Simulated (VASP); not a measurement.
**Driving VASP from ASE on ZrB2**

Do ASE scripts that read ZrB2 from different structure formats give one answer, and do several routes find one equilibrium volume? All runs use PBEsol. Left out of this account: 1 further run (fields: a reference on another mesh). The start is a cell from a database of measured crystal structures.

Program: VASP 6.6.1. Level of theory: PBEsol; plane waves and PAW (Zr_sv, B). Results are calculated unless marked as measured.

Most raw output is cut from this account.

## Step 1: The structure

The structure is hexagonal, space group P6/mmm (No. 191). The conventional cell has a = 3.170 Å, b = 3.170 Å, c = 3.533 Å, α = 90.00°, β = 90.00°, γ = 120.00°. Zr has 12 B at 2.54 Å nearest. B has 3 B at 1.83 Å and 6 Zr at 2.54 Å nearest. Farther neighbours are not listed.

Coordinates:

```
Zr B
1.0
     3.17000    0.00000    0.00000
    -1.58500    2.74530    0.00000
     0.00000    0.00000    3.53300
Zr B
1 2
Direct
  0.00000 0.00000 0.00000
  0.33333 0.66667 0.50000
  0.66667 0.33333 0.50000
```

## Step 2: Self-consistent run (PBEsol, through ASE)

A single point through ASE, with the structure read from an extended xyz file.

File run.py:

```python
import numpy as np
from ase.calculators.vasp import Vasp
from ase.io import read
from ase.dft.bandgap import bandgap

atoms = read('ZrB2.xyz')

calc = Vasp(
    xc='pbesol',
    pp='PBE',
    prec='Accurate',
    encut=420,
    ediff=1e-06,
    nelm=100,
    ismear=-1,
    sigma=0.05,
    lreal=False,
    algo='Normal',
    nbands=15,
    lasph=True,
    lorbit=11,
    lwave=False,
    lcharg=False,
    kpar=4,
    isif=2,
    pp_version='64',
    setups={'Zr': '_sv', 'B': ''},
    kpts=(11, 11, 9),
    gamma=True,
    txt='vasp.out',
)
atoms.calc = calc

print("energy (eV):", round(atoms.get_potential_energy(), 6))
print("Fermi level (eV):", round(calc.get_fermi_level(), 4))
print("forces (eV/A):")
print(np.round(atoms.get_forces(), 4))
print("stress (GPa, Voigt, tension positive):", np.round(atoms.get_stress() * 160.21766, 3))
gap, p1, p2 = bandgap(calc, direct=False)
print("gap on the mesh (eV):", round(gap, 4))
```

File ZrB2.xyz:

```xyz
3
Lattice="3.1700000000 0.0000000000 0.0000000000 -1.5850000000 2.7453005300 0.0000000000 0.0000000000 0.0000000000 3.5330000000" Properties=species:S:1:pos:R:3 pbc="T T T"
Zr     0.0000000000      0.0000000000      0.0000000000
B     -0.0000000002      1.8302003534      1.7665000000
B      1.5850000002      0.9151001766      1.7665000000
```

PAW data sets: Zr_sv and B (PBE family, release 64).

Run with:

```sh
$ export ASE_VASP_COMMAND="mpirun -np 4 vasp_std"
$ python run.py
```

Elapsed: 12 s, on 4 MPI ranks of AMD EPYC 7R43, shared host; peak memory 0.49 GiB; 40 s of CPU time.

The PAW data sets were made with PBE, which is usual practice but a small mismatch for other functionals. At this level the cell is under a tension of 3.8 GPa, so at these settings it is away from equilibrium.

This step gave:

```
SCF cycles              : 13
electrons               : 18
bands                   : 15
irreducible k-points    : 80
symmetry operations     : 24
free energy (TOTEN)     : -26.40 eV
energy at zero smearing : -26.40 eV
Fermi energy            : 10.36 eV
pressure                : -3.763 GPa
metallic                : yes
```

The pressure is -3.76 GPa and the largest force 0.000 eV/Å, so the cell is not at a minimum at these settings.

## Step 3: A single point (PBEsol, through ASE)

The single point through ASE, with the structure read from a CIF with its space group. The mesh changes to 10×10×8, so this is no clean test of the format.

run.py, as its differences from that of step 2:

```diff
@@ -5,3 +5,3 @@
 
-atoms = read('ZrB2.xyz')
+atoms = read('ZrB2.cif')
 
@@ -27,3 +27,3 @@
     setups={'Zr': '_sv', 'B': ''},
-    kpts=(11, 11, 9),
+    kpts=(10, 10, 8),
     gamma=True,
```

File ZrB2.cif:

```cif
data_ZrB2
_cell_length_a 3.17000000
_cell_length_b 3.17000000
_cell_length_c 3.53300000
_cell_angle_alpha 90.00000000
_cell_angle_beta 90.00000000
_cell_angle_gamma 120.00000000
_space_group_name_H-M_alt 'P6/mmm'
_space_group_name_Hall '-P 6 2'
_space_group_IT_number 191
loop_
_space_group_symop_operation_xyz
'x,y,z'
'-x,-y,-z'
'x-y,x,z'
'-x+y,-x,-z'
'-y,x-y,z'
'y,-x+y,-z'
'-x,-y,z'
'x,y,-z'
'-x+y,-x,z'
'x-y,x,-z'
'y,-x+y,z'
'-y,x-y,-z'
'-y,-x,-z'
'y,x,z'
'-x,-x+y,-z'
'x,x-y,z'
'-x+y,y,-z'
'x-y,-y,z'
'y,x,-z'
'-y,-x,z'
'x,x-y,-z'
'-x,-x+y,z'
'x-y,-y,-z'
'-x+y,y,z'
loop_
_atom_site_label
_atom_site_type_symbol
_atom_site_symmetry_multiplicity
_atom_site_Wyckoff_symbol
_atom_site_fract_x
_atom_site_fract_y
_atom_site_fract_z
_atom_site_occupancy
Zr1 Zr 1 a 0.0000000000 0.0000000000 0.0000000000 1
B1 B 2 d 0.3333333333 0.6666666667 0.5000000000 1
```

Run time: 11 s. Hardware: 4 MPI ranks; peak memory 0.49 GiB; 37 s of CPU time.

At this level the cell is under a tension of 3.7 GPa, so at these settings it is away from equilibrium.

Numbers from this step:

```
irreducible k-points    : 70
free energy (TOTEN)     : -26.39 eV
energy at zero smearing : -26.39 eV
Fermi energy            : 10.33 eV
pressure                : -3.718 GPa
```

The energy lies +2.22 meV an atom from the first script, on another mesh.

## Step 4: Relaxing cell and atoms (PBEsol, through ASE)

Properties are meant for the cell that this level of theory prefers, so cell and atoms are relaxed first (ISIF = 3) until forces and stress are small; EDIFFG sets the threshold.

File run.py:

```python
import numpy as np
from ase.calculators.vasp import Vasp
from ase import Atoms

atoms = Atoms(['Zr', 'B', 'B'],
              cell=[[3.17, 0.0, 0.0], [-1.585, 2.74530053, 0.0], [0.0, 0.0, 3.533]],
              scaled_positions=[[0.0, 0.0, 0.0], [0.33333333, 0.66666667, 0.5], [0.66666667, 0.33333333, 0.5]],
              pbc=True)

calc = Vasp(
    xc='pbesol',
    pp='PBE',
    prec='Accurate',
    encut=420,
    ediff=1e-06,
    nelm=100,
    ismear=-1,
    sigma=0.05,
    lreal=False,
    algo='Normal',
    nbands=15,
    lasph=True,
    lorbit=11,
    lwave=False,
    lcharg=False,
    kpar=4,
    ibrion=2,
    nsw=60,
    isif=3,
    ediffg=-0.01,
    pp_version='64',
    setups={'Zr': '_sv', 'B': ''},
    kpts=(11, 11, 9),
    gamma=True,
    txt='vasp.out',
)
atoms.calc = calc

print("energy (eV):", round(atoms.get_potential_energy(), 6))
print("Fermi level (eV):", round(calc.get_fermi_level(), 4))
print("forces (eV/A):")
print(np.round(atoms.get_forces(), 4))
print("stress (GPa, Voigt, tension positive):", np.round(atoms.get_stress() * 160.21766, 3))
print("cell (A, degrees):", np.round(atoms.cell.cellpar(), 4))
print("volume (A^3):", round(atoms.get_volume(), 4))
print("positions:")
print(np.round(atoms.get_scaled_positions(), 5))
```

The job ended after 30 s (4 MPI ranks; peak memory 0.49 GiB; 1.9 min of CPU time).

The run keeps the 24 symmetry operations of its start, so it cannot find a distortion of lower symmetry.

The steps of the relaxation:

```
step  energy less that of the first step (eV)  largest force (eV/Å)  pressure (GPa)  volume (Å³)
   1                                   0.0000                0.0000           -3.76        30.75
   2                                   0.0035                0.0000            5.10        29.69
   3                                  -0.0057                0.0000            0.01        30.27
   4                                  -0.0057                0.0000            0.06        30.26
   5                                  -0.0057                0.0000            0.07        30.26
```

```csv
"conventional cell, symmetrised",before,after,change
a (Å),3.170,3.156,-0.5 %
b (Å),3.170,3.156,-0.5 %
c (Å),3.533,3.509,-0.7 %
volume (Å³/atom),10.25,10.09,-1.6 %
```

The relaxed structure:

```xyz
3
Lattice="3.1557 0.0000 0.0000 -1.5778 2.7329 0.0000 0.0000 0.0000 3.5092" Properties=species:S:1:pos:R:3 pbc="T T T"
Zr    0.0000    0.0000    0.0000
B     0.0000    1.8219    1.7546
B     1.5778    0.9110    1.7546
```

This step gave:

- irreducible k-points: 80
- free energy (TOTEN): -26.41 eV
- energy at zero smearing: -26.40 eV
- Fermi energy: 10.54 eV
- pressure: 0.07392 GPa
- SCF cycles over all ionic steps: 38

It ends with forces that vanish by symmetry and a pressure of 0.07 GPa.

## Step 5: Equation of state by an ASE loop (PBEsol)

An ASE loop scales the volume and fits the energies, which gives the bulk modulus from energies alone.

File run.py:

```python
import numpy as np
from ase.calculators.vasp import Vasp
from ase.io import read
from ase.eos import EquationOfState
from ase.units import GPa

atoms = read('ZrB2.cif')

calc = Vasp(
    xc='pbesol',
    pp='PBE',
    prec='Accurate',
    encut=420,
    ediff=1e-06,
    nelm=100,
    ismear=-1,
    sigma=0.05,
    lreal=False,
    algo='Normal',
    nbands=15,
    lasph=True,
    lorbit=11,
    lwave=False,
    lcharg=False,
    kpar=4,
    isif=2,
    pp_version='64',
    setups={'Zr': '_sv', 'B': ''},
    kpts=(11, 11, 9),
    gamma=True,
    txt='vasp.out',
)
atoms.calc = calc

cell, volumes, energies = atoms.get_cell(), [], []
for x in [0.94, 0.96, 0.98, 1.0, 1.02, 1.04, 1.06]:
    atoms.set_cell(cell * x ** (1 / 3), scale_atoms=True)
    volumes.append(atoms.get_volume())
    energies.append(atoms.get_potential_energy())
    print(f"{x:.2f}  V = {volumes[-1]:.4f} A^3  E = {energies[-1]:.6f} eV")
v0, e0, b0 = EquationOfState(volumes, energies, eos="birchmurnaghan").fit()
print(f"V0 = {v0:.4f} A^3  E0 = {e0:.6f} eV  B0 = {b0 / GPa:.2f} GPa")
```

File ZrB2.cif:

```cif
data_ZrB2
_cell_length_a 3.17000000
_cell_length_b 3.17000000
_cell_length_c 3.53300000
_cell_angle_alpha 90.00000000
_cell_angle_beta 90.00000000
_cell_angle_gamma 120.00000000
_space_group_name_H-M_alt 'P1'
_space_group_name_Hall 'P 1'
_space_group_IT_number 1
loop_
_space_group_symop_operation_xyz
'x,y,z'
loop_
_atom_site_label
_atom_site_type_symbol
_atom_site_symmetry_multiplicity
_atom_site_Wyckoff_symbol
_atom_site_fract_x
_atom_site_fract_y
_atom_site_fract_z
_atom_site_occupancy
Zr1 Zr 1 a 0.0000000000 0.0000000000 0.0000000000 1
B1 B 1 a 0.3333333333 0.6666666667 0.5000000000 1
B2 B 1 a 0.6666666667 0.3333333333 0.5000000000 1
```

Wall time 67 s (4 MPI ranks); peak memory 0.46 GiB.

Numbers from this step:

- bulk modulus: 250.2 GPa
- equilibrium volume of the fit: 10.10 Å³/atom

The fitted volume lies +0.07 % from the relaxed one.

## Step 6: BFGS in ASE (PBEsol)

Here ASE drives the relaxation and calls VASP for forces and stress at each step.

File run.py:

```python
import numpy as np
from ase.calculators.vasp import Vasp
from ase import Atoms
from ase.optimize import BFGS
from ase.filters import FrechetCellFilter

atoms = Atoms(['Zr', 'B', 'B'],
              cell=[[3.17, 0.0, 0.0], [-1.585, 2.74530053, 0.0], [0.0, 0.0, 3.533]],
              scaled_positions=[[0.0, 0.0, 0.0], [0.33333333, 0.66666667, 0.5], [0.66666667, 0.33333333, 0.5]],
              pbc=True)

calc = Vasp(
    xc='pbesol',
    pp='PBE',
    prec='Accurate',
    encut=420,
    ediff=1e-06,
    nelm=100,
    ismear=-1,
    sigma=0.05,
    lreal=False,
    algo='Normal',
    nbands=15,
    lasph=True,
    lorbit=11,
    lwave=False,
    lcharg=False,
    kpar=4,
    isif=2,
    pp_version='64',
    setups={'Zr': '_sv', 'B': ''},
    kpts=(11, 11, 9),
    gamma=True,
    txt='vasp.out',
)
atoms.calc = calc

BFGS(FrechetCellFilter(atoms)).run(fmax=0.02, steps=30)
print("cell (A, degrees):", np.round(atoms.cell.cellpar(), 4))
print("volume (A^3):", round(atoms.get_volume(), 4))
print("energy (eV):", round(atoms.get_potential_energy(), 6))
print("Fermi level (eV):", round(calc.get_fermi_level(), 4))
print("forces (eV/A):")
print(np.round(atoms.get_forces(), 4))
print("stress (GPa, Voigt, tension positive):", np.round(atoms.get_stress() * 160.21766, 3))
```

Wall time 31 s (4 MPI ranks); peak memory 0.47 GiB.

Numbers from this step:

* optimizer steps: 2
* volume after bfgs: 10.09 Å³/atom

## Step 7: The runs together

| run | atoms | mesh | energy (eV/atom) | pressure (GPa) |
| --- | --- | --- | --- | --- |
| ASE, structure read from an extended xyz file | 3 | 11×11×9 | -8.79964 | -3.763 |
| ASE, structure read from a CIF with its space group | 3 | 10×10×8 | -8.79742 | -3.718 |

## Step 8: Self-consistent run (PBEsol, through ASE), changed input

This run is made with a changed input; what comes of it follows.

run.py, as its differences from that of step 6:

```diff
@@ -3,4 +3,3 @@
 from ase import Atoms
-from ase.optimize import BFGS
-from ase.filters import FrechetCellFilter
+from ase.dft.bandgap import bandgap
 
@@ -17,3 +16,3 @@
     ediff=1e-06,
-    nelm=100,
+    nelm=77,
     ismear=-1,
@@ -21,3 +20,3 @@
     lreal=False,
-    algo='Normal',
+    algo='Damped',
     nbands=15,
@@ -29,2 +28,3 @@
     isif=2,
+    time=2.0,
     pp_version='64',
@@ -37,5 +37,2 @@
 
-BFGS(FrechetCellFilter(atoms)).run(fmax=0.02, steps=30)
-print("cell (A, degrees):", np.round(atoms.cell.cellpar(), 4))
-print("volume (A^3):", round(atoms.get_volume(), 4))
 print("energy (eV):", round(atoms.get_potential_energy(), 6))
@@ -45 +42,3 @@
 print("stress (GPa, Voigt, tension positive):", np.round(atoms.get_stress() * 160.21766, 3))
+gap, p1, p2 = bandgap(calc, direct=False)
+print("gap on the mesh (eV):", round(gap, 4))
```

Run time: 38 s. Hardware: 4 MPI ranks; peak memory 0.53 GiB.

EDIFF was not reached within NELM cycles, so the run counts as unconverged.

The fault in the input: damping step far too long (ALGO = "Damped" and TIME = 2.0). Lower TIME to 0.4 or under.

## Step 9: Outcome

| Property | Result |
| --- | --- |
| energy, ASE, structure read from an extended xyz file | -8.79964 eV/atom |
| energy, ASE, structure read from a CIF with its space group | -8.79742 eV/atom |
| volume from VASP's own relaxation | 10.09 Å³/atom |
| volume from the fit of the ASE volume loop | 10.10 Å³/atom |
| volume from BFGS in ASE | 10.09 Å³/atom |

With the structure read from a CIF with its space group, ASE's run differs from the first script by +2.2 meV an atom, which comes from its other mesh. The routes to the equilibrium volume agree within 0.07 %. VASP's relaxation keeps the plane waves of its start, while ASE starts VASP afresh at each cell, and a loop at fixed shape can't relax anything but the volume.

[Lines on the potential files, build, host, timing and source positions are cut from VASP's logs without a mark.]

[Logs are printed without paths, hosts, clocks, repeated set-up lines and the standing remarks that a program may print on its own settings, such as how far it seeks lower states.]

[Hosts, paths, dates, database ids (printed as entryN), source tags and the programs' standing remarks are cut or masked in the printed files.]

[A measured line is paired with the nearest computed mode of its activity, which favours agreement.]
